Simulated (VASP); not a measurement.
Crystal: SnSe.

```
Sn Se
1.0
     0.00000    3.01000    3.01000
     3.01000    0.00000    3.01000
     3.01000    3.01000    0.00000
Sn Se
1 1
Cartesian
  0.0000 0.0000 0.0000
  3.0100 3.0100 3.0100
```

Measurements of this composition are mostly on another form, of space group No. 62.

```yaml
Program: VASP 6.6.1
Task: relaxation of cell and atoms
Functional: LDA
Potentials_or_basis: VASP PAW LDA potentials, release 64 (Sn_d, Se)
Cutoff: 300 eV
k_mesh: 5 × 5 × 5
Occupations: gaussian, width 0.02 eV
Spin: no spin polarisation
```

At the start: pressure -3.7 GPa; volume 27.27 Å³/atom.

Task: How do energy, volume and symmetry change on relaxing?

Result: Over 3 steps the energy falls by 22.3 meV/atom and the volume is 25.44 Å³/atom (-6.7 %); space group Fm-3m (No. 225, to 0.05 Å).

The path:
```csv
step,energy change (eV),largest force (eV/Å),pressure (GPa),volume (Å³)
1,0.0000,0.0000,-3.67,54.54
2,-0.0398,0.0000,1.42,49.76
3,-0.0447,0.0000,0.00,50.87
```

Final structure:
```xyz
2
Lattice="0.0000 2.9409 2.9409 2.9409 0.0000 2.9409 2.9409 2.9409 0.0000" Properties=species:S:1:pos:R:3 pbc="T T T"
Sn    0.0000    0.0000    0.0000
Se    2.9409    2.9409    2.9409
```
